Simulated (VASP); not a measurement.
Level of theory: PBE GGA, VASP's PBE PAW potentials (set 64) (plane waves; VASP 6.6.1).

VASP ran on this input.

**INCAR**
```
PREC=Accurate
LWAVE=.FALSE.
ALGO=Normal   ! blocked Davidson
SIGMA=0.1   ! width (eV)
SYSTEM=TiPt3
ENCUT=300   ! plane-wave cut-off (eV)
ISMEAR=0   ! Gaussian
LMAXMIX=6
LCHARG=.FALSE.
EDIFF=1E-6
LREAL=.FALSE.   ! projection in real space or not
NELM=100
LASPH=.TRUE.   ! aspherical one-centre terms
GGA=PE
ISIF=2   ! forces and stress, cell fixed
```

KPOINTS:
```
Automatic
0
Gamma
6 6 6
0 0 0
```

**POSCAR**
```
TiPt3
1
    3.9245300000     0.0000000000     0.0000000000
    0.0000000000     3.9245300000     0.0000000000
    0.0000000000     0.0000000000     3.9245300000
Ti Pt
1 3
Direct
  0.0000000000   0.0000000000   0.0000000000
  0.5000000000   0.5000000000   0.0000000000
  0.0000000000   0.5000000000   0.5000000000
  0.5000000000   0.0000000000   0.5000000000
```

POTCAR, in this order: Ti_sv Pt (PBE.64 set). Program: vasp_std.

The run wrote:

**OSZICAR**
```
       N       E                     dE             d eps       ncg     rms          rms(c)
DAV:   1     0.279157123229E+03    0.27916E+03   -0.15212E+04  1008   0.123E+03
DAV:   2    -0.843054397643E+01   -0.28759E+03   -0.28205E+03  1097   0.351E+02
DAV:   3    -0.319719405371E+02   -0.23541E+02   -0.22834E+02  1437   0.899E+01
DAV:   4    -0.326720266633E+02   -0.70009E+00   -0.69829E+00  1204   0.160E+01
DAV:   5    -0.326911989235E+02   -0.19172E-01   -0.19159E-01  1418   0.260E+00    0.215E+01
DAV:   6    -0.310237000606E+02    0.16675E+01   -0.23137E+01  1406   0.326E+01    0.145E+01
DAV:   7    -0.304419782797E+02    0.58172E+00   -0.30173E+01  1390   0.325E+01    0.101E+01
DAV:   8    -0.296940900600E+02    0.74789E+00   -0.16562E+00  1371   0.972E+00    0.460E+00
DAV:   9    -0.296057543555E+02    0.88336E-01   -0.22600E+00  1429   0.787E+00    0.270E+00
DAV:  10    -0.295369738186E+02    0.68781E-01   -0.42454E-01  1421   0.427E+00    0.269E-01
DAV:  11    -0.295396840569E+02   -0.27102E-02   -0.11667E-02  1383   0.783E-01    0.515E-01
DAV:  12    -0.295373286286E+02    0.23554E-02   -0.13555E-02  1487   0.687E-01    0.560E-02
DAV:  13    -0.295373223628E+02    0.62657E-05   -0.22747E-04  1205   0.993E-02    0.140E-02
DAV:  14    -0.295373276824E+02   -0.53195E-05   -0.70360E-05  1451   0.589E-02    0.281E-02
DAV:  15    -0.295373205737E+02    0.71087E-05   -0.26776E-05  1420   0.366E-02    0.577E-03
DAV:  16    -0.295373207042E+02   -0.13054E-06   -0.20688E-06   892   0.794E-03
   1 F= -.29537321E+02 E0= -.29533288E+02  d E =-.806519E-02
```

**OUTCAR**
```
------------------------ aborting loop because EDIFF is reached ----------------------------------------
  FORCE on cell =-STRESS in cart. coord.  units (eV):
  Direction    XX          YY          ZZ          XY          YZ          ZX
  --------------------------------------------------------------------------------------
  Total        1.3213684      1.3213684      1.3213684      0.0000000      0.0000000      0.0000000
  in kB       35.0244684     35.0244684     35.0244684      0.0000000      0.0000000      0.0000000
  external PRESSURE =      35.0244684 kB  Pullay stress =       0.0000000 kB
  volume of cell :       60.45
      direct lattice vectors                 reciprocal lattice vectors
     3.924530000  0.000000000  0.000000000     0.254807582  0.000000000  0.000000000
     0.000000000  3.924530000  0.000000000     0.000000000  0.254807582  0.000000000
     0.000000000  0.000000000  3.924530000     0.000000000  0.000000000  0.254807582
 POSITION                                       TOTAL-FORCE (eV/Angst)
 -----------------------------------------------------------------------------------
      0.00000      0.00000      0.00000         0.000000      0.000000      0.000000
      1.96226      1.96226      0.00000         0.000000      0.000000      0.000000
      0.00000      1.96226      1.96226         0.000000      0.000000      0.000000
      1.96226      0.00000      1.96226         0.000000      0.000000      0.000000
 -----------------------------------------------------------------------------------
    total drift:                                0.000000     -0.000000     -0.000000
  FREE ENERGIE OF THE ION-ELECTRON SYSTEM (eV)
  ---------------------------------------------------
  free  energy   TOTEN  =       -29.5373207042 eV

  energy  without entropy=      -29.5292555122  energy(sigma->0) =      -29.53328811
```
(Selected blocks of OUTCAR.)

At this cut-off the stress carries a Pulay error, which pulls relaxed volumes low.

The structure comes from a computed database's TiPt3 entry; how it stands against other phases isn't given here. The cell was not relaxed at this level.
